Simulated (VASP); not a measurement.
Level of theory: PBE GGA with D3 dispersion (zero damping), VASP's PBE PAW potentials (set 64) (plane waves; VASP).

VASP ran on this input.

### INCAR
```
# general
SYSTEM=Si
PREC  =Accurate
ENCUT =520   # plane-wave cut-off (eV)
LREAL =.False.
LASPH =.True.   # aspherical one-centre terms

# electronic loop
EDIFF =1E-7
NELM  =100   # most electronic steps
ALGO  =Normal

# smearing
ISMEAR=0
SIGMA =0.05   # width (eV)

# functional
GGA   =PE   # PBE
IVDW  =11

# ions
ISIF  =2   # forces and stress, cell fixed

# output
LWAVE =.False.
LCHARG=.False.
```

**KPOINTS**
```
Automatic mesh
0
gamma
 8 8 8
```

POSCAR:
```
Si
1
    0.0000000000     2.7265933262     2.7265933262
    2.7265933262     0.0000000000     2.7265933262
    2.7265933262     2.7265933262     0.0000000000
Si
2
Direct
  0.0000000000   0.0000000000   0.0000000000
  0.2500000000   0.2500000000   0.2500000000
```

POTCAR, in this order: Si (PBE.64 set). Program: vasp_std.

Output

File OSZICAR:
```
       N       E                     dE             d eps       ncg     rms          rms(c)
DAV:   1     0.774623517658E+01    0.77462E+01   -0.32270E+03   464   0.763E+02
DAV:   2    -0.107615749050E+02   -0.18508E+02   -0.17131E+02   704   0.813E+01
DAV:   3    -0.110176884714E+02   -0.25611E+00   -0.25611E+00   608   0.121E+01
DAV:   4    -0.110189191503E+02   -0.12307E-02   -0.12307E-02   728   0.919E-01
DAV:   5    -0.110189210235E+02   -0.18732E-05   -0.18731E-05   608   0.277E-02    0.481E+00
DAV:   6    -0.108990194247E+02    0.11990E+00   -0.78657E-02   560   0.147E+00    0.294E+00
DAV:   7    -0.108439142176E+02    0.55105E-01   -0.15034E-01   584   0.216E+00    0.181E-01
DAV:   8    -0.108450157950E+02   -0.11016E-02   -0.39566E-03   536   0.477E-01    0.741E-02
DAV:   9    -0.108452111710E+02   -0.19538E-03   -0.19168E-04   640   0.110E-01    0.567E-02
DAV:  10    -0.108452380185E+02   -0.26848E-04   -0.32710E-05   560   0.428E-02    0.975E-03
DAV:  11    -0.108452376868E+02    0.33170E-06   -0.56216E-07   712   0.536E-03    0.220E-03
DAV:  12    -0.108452380143E+02   -0.32743E-06   -0.56840E-07   568   0.603E-03    0.902E-04
DAV:  13    -0.108452380255E+02   -0.11192E-07   -0.18922E-09   408   0.387E-04
   1 F= -.11138123E+02 E0= -.11138123E+02  d E =-.141639E-16
```

OUTCAR:
```
------------------------ aborting loop because EDIFF is reached ----------------------------------------
 Edisp (eV)   -0.29289
  FORCE on cell =-STRESS in cart. coord.  units (eV):
  Direction    XX          YY          ZZ          XY          YZ          ZX
  --------------------------------------------------------------------------------------
  Total       0.00216     0.00216     0.00216    -0.00000     0.00000     0.00000
  in kB       0.08523     0.08523     0.08523    -0.00000     0.00000     0.00000
  external pressure =        0.09 kB  Pullay stress =        0.00 kB
  volume of cell :       40.54
      direct lattice vectors                 reciprocal lattice vectors
     0.000000000  2.726593326  2.726593326    -0.183379016  0.183379016  0.183379016
     2.726593326  0.000000000  2.726593326     0.183379016 -0.183379016  0.183379016
     2.726593326  2.726593326  0.000000000     0.183379016  0.183379016 -0.183379016
 POSITION                                       TOTAL-FORCE (eV/Angst)
 -----------------------------------------------------------------------------------
      0.00000      0.00000      0.00000         0.000000      0.000000     -0.000000
      1.36330      1.36330      1.36330        -0.000000     -0.000000      0.000000
 -----------------------------------------------------------------------------------
    total drift:                               -0.000000     -0.000000     -0.000000
  FREE ENERGIE OF THE ION-ELECTRON SYSTEM (eV)
  ---------------------------------------------------
  free  energy   TOTEN  =       -11.1381232659 eV

  energy  without entropy=      -11.1381232659  energy(sigma->0) =      -11.13812327
```
(Selected blocks of OUTCAR.)

The compound is Si in the diamond structure. It was relaxed first.
